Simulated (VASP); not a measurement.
Input:

```xyz
3
Lattice="2.3982 -4.1539 0.0000 2.3982 4.1539 0.0000 0.0000 0.0000 5.8980" Properties=species:S:1:pos:R:3 pbc="T T T"
Te     0.5935     1.0279     3.9320
Te     3.6095     0.0000     0.0000
Te     0.5935    -1.0279     1.9660
```

All values below come from revPBE GGA, VASP's PBE PAW potentials (set 64) (plane waves; VASP). Settings: 520 eV cut-off, 6×6×4 Γ-centred mesh, tetrahedra with Blöchl corrections, potentials Te.

Unless said otherwise, spin-orbit coupling is left out, though it shifts the bands of the heavy elements here.

Task: Predict the energy per atom (σ→0), band gap (on the k-mesh) with the smallest direct gap where there is one.

Result: 
| Quantity | Value |
|---|---|
| band gap (on the k-mesh) | 0.56 eV |
| smallest direct gap (on the k-mesh) | 0.60 eV |
| energy per atom (σ→0) | -2.837 eV/atom |

Total energies compare only between runs with the same potentials, cut-off and functional.

The compound is Te in the trig structure. It was relaxed first, which changed the volume by +15 %.
